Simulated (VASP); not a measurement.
```
NiSb
1.0
    1.99672    -3.45841     0.00000
    1.99672     3.45841     0.00000
    0.00000     0.00000     5.20529
Ni Sb
2 2
Direct
  0.00000   0.00000   0.50000
  0.00000   0.00000   0.00000
  0.33333   0.66667   0.25000
  0.66667   0.33333   0.75000
```

Method: PBE GGA with D3 dispersion (Becke-Johnson damping), VASP's PBE PAW potentials (set 64) (plane waves; VASP). Settings: 520 eV cut-off, 9×9×6 Γ-centred mesh, first-order Methfessel-Paxton smearing of 0.10 eV, potentials Ni Sb.

Question: Give the stress tensor in GPa (positive for a compressed cell).

Answer: 
```
-6.34   0.00   0.00
 0.00  -6.34   0.00
 0.00   0.00  -6.29
```
The pressure is its mean diagonal, -6.32 GPa.

The compound is NiSb in the NiAs type structure. This cell is one point of a volume scan, at 1.06 of the reference volume. The run is not spin-polarised, so no magnetic state was tried.
